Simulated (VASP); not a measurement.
Method: PBE GGA, VASP's PBE PAW potentials (set 64) (plane waves; VASP 6.6.1).

A VASP calculation is set up with these files.

**KPOINTS**
```
Regular mesh
0
Gamma
 14 14 14
0 0 0
```

File POSCAR:
```
HfN
1
   -0.0000000000     2.2671672371     2.2671672371
    2.2671672371    -0.0000000000     2.2671672371
    2.2671672371     2.2671672371     0.0000000000
Hf N
1 1
Direct
  0.0000000000   0.0000000000   0.0000000000
  0.5000000000   0.5000000000   0.5000000000
```

**INCAR**
```
PSTRESS = 200
ALGO = Normal   ! blocked Davidson
SYSTEM = HfN
SIGMA = 0.1   ! width (eV)
LCHARG = .False.
ENCUT = 600
NELM = 100   ! most electronic steps
LMAXMIX = 6   ! l cut-off of mixed one-centre charges
EDIFF = 1E-7
NSW = 40   ! most ionic steps
ISIF = 3   ! ions, shape and volume
LWAVE = .False.
LREAL = .False.
IBRION = 2
LASPH = .True.   ! aspherical one-centre terms
GGA = PE   ! PBE
ISMEAR = 1
EDIFFG = -0.01
PREC = Accurate
```

POTCAR, in this order: Hf_pv N (PBE.64 set). Program: vasp_std.

Energy and stress use the plane-wave basis of the starting cell. Unless said otherwise, spin-orbit coupling is left out, though it shifts the bands of the heavy elements here.

Task: Estimate the energy per atom (σ→0), volume per atom, band gap (on the k-mesh).

Result: 
```yaml
energy per atom (σ→0): -10835 meV/atom
band gap (on the k-mesh): none (metal, semimetal or under 0.01 eV)
volume_per_atom: 10.92 Å³/atom
```

File OSZICAR:
```
...
       N       E                     dE             d eps       ncg     rms          rms(c)
DAV:   1    -0.216701797056E+02    0.36502E-02   -0.26962E-03  2294   0.540E-01    0.191E-01
DAV:   2    -0.216701075790E+02    0.72127E-04   -0.11649E-04  2381   0.108E-01    0.902E-02
DAV:   3    -0.216700858948E+02    0.21684E-04   -0.49041E-05  2489   0.701E-02    0.512E-02
DAV:   4    -0.216700858177E+02    0.77084E-07   -0.22598E-06  2878   0.160E-02    0.319E-02
DAV:   5    -0.216700863854E+02   -0.56769E-06   -0.26993E-07  2443   0.460E-03    0.362E-03
DAV:   6    -0.216700864716E+02   -0.86223E-07   -0.26996E-08  1303   0.188E-03
   7 F= -.18942672E+02 E0= -.18942533E+02  d E =-.100418E-04
```

The compound is HfN in the rock salt structure. This run relaxes it under an external pressure of 20 GPa. Symmetry was kept, so distortions that lower it aren't found. The electron count is odd and the run is not spin-polarised, which forces a metal.
